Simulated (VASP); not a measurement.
A VASP calculation is set up with these files.

### KPOINTS
```
Regular mesh
0
G
  14 14 8
0 0 0
```

POSCAR:
```
Re
1.0
  1.3800000000  -2.3902300000   0.0000000000
  1.3800000000   2.3902300000   0.0000000000
  0.0000000000   0.0000000000   4.4600000000
Re
2
direct
  0.3333330000   0.6666670000   0.2500000000
  0.6666670000   0.3333330000   0.7500000000
```

### INCAR
```
! general
SYSTEM  = Re
PREC    = Accurate
ENCUT   = 520
LREAL   = F
LASPH   = T

! electronic loop
EDIFF   = 1E-6
NELM    = 100
ALGO    = Normal
LMAXMIX = 6

! smearing
ISMEAR  = 1
SIGMA   = 0.1

! functional
GGA     = 91

! ions
IBRION  = 2
NSW     = 60
ISIF    = 3
EDIFFG  = -0.01

! output
LWAVE   = F
LCHARG  = F
```

POTCAR, in this order: Re (PBE.64 set). Program: vasp_std.

Write an equivalent input for Quantum ESPRESSO's pw.x.

One equivalent input (not run):
```
&CONTROL
  calculation = 'vc-relax'
  pseudo_dir = './pseudo'
  outdir = './out'
  tprnfor = .true.
  tstress = .true.
  nstep = 60
  forc_conv_thr = 0.00039
/
&SYSTEM
  ibrav = 0
  nat = 2
  ntyp = 1
  ecutwfc = 72
  occupations = 'smearing'
  smearing = 'methfessel-paxton'
  degauss = 0.00735
  input_dft = 'pw91'
/
&ELECTRONS
  conv_thr = 7.3e-08
  electron_maxstep = 100
/
&IONS
/
&CELL
/
ATOMIC_SPECIES
  Re 186.207 Re.upf
CELL_PARAMETERS angstrom
     1.3800000   -2.3902300    0.0000000
     1.3800000    2.3902300    0.0000000
     0.0000000    0.0000000    4.4600000
ATOMIC_POSITIONS crystal
  Re   0.3333330  0.6666670  0.2500000
  Re   0.6666670  0.3333330  0.7500000
K_POINTS automatic
  14 14 8 0 0 0
```
What does not carry over: the potentials are each code's own (VASP's PAW set, PseudoDojo norm-conserving files in pw.x), so ENCUT and ecutwfc are chosen apart and not converted; conv_thr bounds pw.x's estimated SCF error, while EDIFF bounds the energy change between steps; forc_conv_thr acts on force components and is met together with etot_conv_thr.

The compound is Re in the hcp structure. This run relaxes it. Symmetry was kept, so distortions that lower it aren't found.
